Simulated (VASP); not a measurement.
Level of theory: PBE GGA, VASP's PBE PAW potentials (set 64) (plane waves; VASP).

A VASP calculation is set up with these files.

File POSCAR:
```
CeO2
1
    0.0000000000     2.7318243075     2.7318243075
    2.7318243075     0.0000000000     2.7318243075
    2.7318243075     2.7318243075     0.0000000000
Ce O
1 2
Direct
  0.0000000000   0.0000000000   0.0000000000
  0.2500000000   0.2500000000   0.2500000000
  0.7500000000   0.7500000000   0.7500000000
```

**INCAR**
```
LMAXMIX = 6
GGA = PE
LREAL = .FALSE.   ! projection in real space or not
ENCUT = 520   ! plane-wave cut-off (eV)
EDIFF = 1E-6
PREC = Accurate
LCHARG = .FALSE.
ICHARG = 11   ! fixed density
SIGMA = 0.05   ! width (eV)
LASPH = .TRUE.
ALGO = Normal
NELM = 100
LWAVE = .FALSE.
SYSTEM = CeO2
ISMEAR = 0
```

**KPOINTS**
```
k-points along high-symmetry lines
15
Line-mode
Reciprocal
  0.000000   0.000000   0.000000 ! GAMMA
  0.500000   0.000000   0.500000 ! X

  0.500000   0.000000   0.500000 ! X
  0.625000   0.250000   0.625000 ! U

  0.375000   0.375000   0.750000 ! K
  0.000000   0.000000   0.000000 ! GAMMA

  0.000000   0.000000   0.000000 ! GAMMA
  0.500000   0.500000   0.500000 ! L

  0.500000   0.500000   0.500000 ! L
  0.500000   0.250000   0.750000 ! W

  0.500000   0.250000   0.750000 ! W
  0.500000   0.000000   0.500000 ! X
```

POTCAR, in this order: Ce O (PBE.64 set). Program: vasp_std. Read from the step before: CHGCAR.

Output

**OSZICAR**
```
       N       E                     dE             d eps       ncg     rms          rms(c)
DAV:   1     0.180929893150E+03    0.18093E+03   -0.11902E+04  2904   0.205E+03
DAV:   2     0.511867001807E+01   -0.17581E+03   -0.17014E+03  3984   0.288E+02
DAV:   3    -0.249161929539E+02   -0.30035E+02   -0.28740E+02  4216   0.132E+02
DAV:   4    -0.262947515387E+02   -0.13786E+01   -0.12809E+01  3856   0.291E+01
DAV:   5    -0.263893373748E+02   -0.94586E-01   -0.94581E-01  4656   0.669E+00
DAV:   6    -0.263958722798E+02   -0.65349E-02   -0.65349E-02  4376   0.139E+00
DAV:   7    -0.263960849437E+02   -0.21266E-03   -0.21266E-03  4736   0.290E-01
DAV:   8    -0.263960936360E+02   -0.86924E-05   -0.86923E-05  4552   0.611E-02
DAV:   9    -0.263960944724E+02   -0.83636E-06   -0.83639E-06  4352   0.159E-02
   1 F= -.26396094E+02 E0= -.26396094E+02  d E =-.996046E-14
```

**OUTCAR**
```
 val. band max:        5.0529490682   @ k =   0.2679   0.2679   0.5357

 cond. band min:       6.9110513377   @ k =   0.5000   0.5000   0.5000



 k-point     1 :       0.0000    0.0000    0.0000
  band No.  band energies     occupation
      1     -27.4279      2.00000
      2     -11.2218      2.00000
      3     -10.2744      2.00000
      4      -9.6056      2.00000
      5      -9.6056      2.00000
      6      -9.6056      2.00000
      7       1.3367      2.00000
      8       1.3367      2.00000
      9       1.3367      2.00000
     10       4.4714      2.00000
     11       4.4714      2.00000
     12       4.4714      2.00000
     13       7.2156      0.00000
     14       7.2156      0.00000
     15       7.2156      0.00000
     16       7.4440      0.00000

 k-point     2 :       0.0357    0.0000    0.0357
  band No.  band energies     occupation
      1     -27.4252      2.00000
      2     -11.2958      2.00000
      3     -10.2846      2.00000
      4      -9.6131      2.00000
      5      -9.6131      2.00000
      6      -9.5253      2.00000
      7       1.3565      2.00000
      8       1.3565      2.00000
      9       1.3716      2.00000
     10       4.4213      2.00000
     11       4.4814      2.00000
     12       4.4814      2.00000
     13       7.2113      0.00000
     14       7.2165      0.00000
     15       7.2165      0.00000
     16       7.4462      0.00000

 k-point     3 :       0.0714    0.0000    0.0714
  band No.  band energies     occupation
      1     -27.4164      2.00000
      2     -11.4821      2.00000
      3     -10.3143      2.00000
      4      -9.6349      2.00000
      5      -9.6349      2.00000
      6      -9.3190      2.00000
      7       1.4157      2.00000
      8       1.4157      2.00000
      9       1.4749      2.00000
     10       4.2751      2.00000
     11       4.5106      2.00000
     12       4.5106      2.00000
     13       7.1990      0.00000
     14       7.2191      0.00000
...
```

The density is held fixed in this step, so its total energy and stress have no physical meaning.

The compound is CeO2 in the fluorite structure. It was relaxed first. The run is not spin-polarised, so no magnetic state was tried.
